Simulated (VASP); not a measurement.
```xyz
18
Lattice="3.2240 0.0000 0.0000 0.0000 13.3378 0.0000 0.0000 0.0000 21.3564" Properties=species:S:1:pos:R:3 pbc="T T T"
Mo     1.8807     3.3345     7.9195
Mo     1.8807    10.0034     7.9195
Mo     0.2687     3.3345    10.6782
Mo     0.2687    10.0034    10.6782
Mo     1.8807     3.3345    13.4368
Mo     1.8807    10.0034    13.4368
S      0.2687     4.9049     8.8391
S      0.2687     8.4330     7.0000
S      0.2687    11.5738     7.0000
S      0.2687     1.7641     8.8391
S      1.8807     4.9049    11.5977
S      1.8807     8.4330     9.7586
S      1.8807    11.5738     9.7586
S      1.8807     1.7641    11.5977
S      0.2687     4.9049    14.3564
S      0.2687     8.4330    12.5173
S      0.2687    11.5738    12.5173
S      0.2687     1.7641    14.3564
```

All values below come from LDA (Ceperley-Alder, Perdew-Zunger), VASP's LDA PAW potentials (set 64) (plane waves; VASP 6.6.1). Numerical set-up: LREAL = Auto, 300 eV cut-off, 7×2×1 Γ-centred mesh, first-order Methfessel-Paxton smearing of 0.10 eV, potentials Mo_sv S.

At this cut-off the stress carries a Pulay error, which pulls relaxed volumes low. The cell holds a wide vacuum, so values per volume refer to the whole cell.

Question: Which forces act on the atoms, in eV/Å?

Answer: 
| atom | Fx | Fy | Fz |
|---|---|---|---|
| Mo1 | 0.000 | 0.000 | 2.430 |
| Mo2 | 0.000 | 0.000 | -0.152 |
| Mo3 | 0.000 | 0.000 | -0.244 |
| Mo4 | 0.000 | 0.000 | 0.244 |
| Mo5 | 0.000 | 0.000 | 0.152 |
| Mo6 | 0.000 | 0.000 | -2.430 |
| S7 | 0.000 | -1.081 | -0.707 |
| S8 | 0.000 | 1.059 | 0.524 |
| S9 | 0.000 | -1.059 | 0.524 |
| S10 | 0.000 | 1.081 | -0.707 |
| S11 | 0.000 | -0.862 | 0.041 |
| S12 | 0.000 | 0.862 | -0.041 |
| S13 | 0.000 | -0.862 | -0.041 |
| S14 | 0.000 | 0.862 | 0.041 |
| S15 | 0.000 | -1.059 | -0.524 |
| S16 | 0.000 | 1.081 | 0.707 |
| S17 | 0.000 | -1.081 | 0.707 |
| S18 | 0.000 | 1.059 | -0.524 |

Question: Give the stress tensor in GPa (positive for a compressed cell).

Answer: 
```
-6.22   0.00   0.00
 0.00  -4.23   0.00
 0.00   0.00  -2.79
```
The pressure is its mean diagonal, -4.41 GPa.

The cell is a sheet with vacuum, built from a database entry that may be metastable or hypothetical.
